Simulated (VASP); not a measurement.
Write the native input for VASP 6.6.1 that does the following.

```
Task                   : atomic charges
Functional             : PBE
Dispersion             : TS
Potentials or basis    : VASP PAW PBE potentials, release 64 (O, In_d, Cl, H)
Cutoff                 : 520 eV
k mesh                 : 1 × 1 × 1
Occupations            : gaussian, width 0.01 eV
Spin                   : no spin polarisation
Further INCAR settings : ALGO = Normal; EDIFF = 1e-06
```

The structure of OInCl2H lies in POSCAR:

```
InHCl2O
1.0
   13.0000000000      0.0000000000      0.0000000000
    0.0000000000     13.0000000000      0.0000000000
    0.0000000000      0.0000000000     12.0000000000
O In Cl H
1 1 2 1
Direct
    0.4687846200      0.6112615400      0.4976791700
    0.4887769200      0.4617923100      0.5007125000
    0.6280461500      0.3935076900      0.5941041700
    0.3739538500      0.3565076900      0.4115625000
    0.5219692300      0.6467230800      0.5380458300
```

These files were run (other wordings do the same):

INCAR

```
SYSTEM = InHCl2O
PREC = Accurate ; ENCUT = 520
EDIFF = 1E-6 ; ISMEAR = 0
SIGMA = 0.01 ; LREAL = .False.
LASPH = .True. ; NELM = 80
ALGO = Normal ; ISIF = 2
LWAVE = .False. ; LCHARG = .False.
GGA = PE ; IVDW = 2
LORBIT = 11
```

KPOINTS

```
regular mesh
0
Gamma
  1 1 1
  0 0 0
```

Potentials or basis: VASP PAW PBE potentials, release 64 (O, In_d, Cl, H).

Run with:

```sh
$ cat potpaw_PBE.64/O/POTCAR potpaw_PBE.64/In_d/POTCAR potpaw_PBE.64/Cl/POTCAR potpaw_PBE.64/H/POTCAR > POTCAR
$ mpirun -np 1 vasp_gam > vasp.out
```

Results of the run:

- Largest force: 0.711 eV/Å
- Gap between the frontier levels: 4.19 eV
- Valence electrons inside the program's atomic spheres: O 5.08; In 11.45; Cl 5.10; H 0.76
- Hirshfeld charges: O -0.34; In +0.61; Cl -0.21, -0.19; H +0.13 e
- Dispersion energy per atom: -0.007 eV

Caveat: spin-orbit coupling is left out, which moves the levels of the heavy elements.

Run time: 3.5 min on 1 thread of Intel(R) Xeon(R) Platinum 8375C CPU @ 2.90GHz (Ice Lake), on a shared host, peak memory 1.5 GiB.
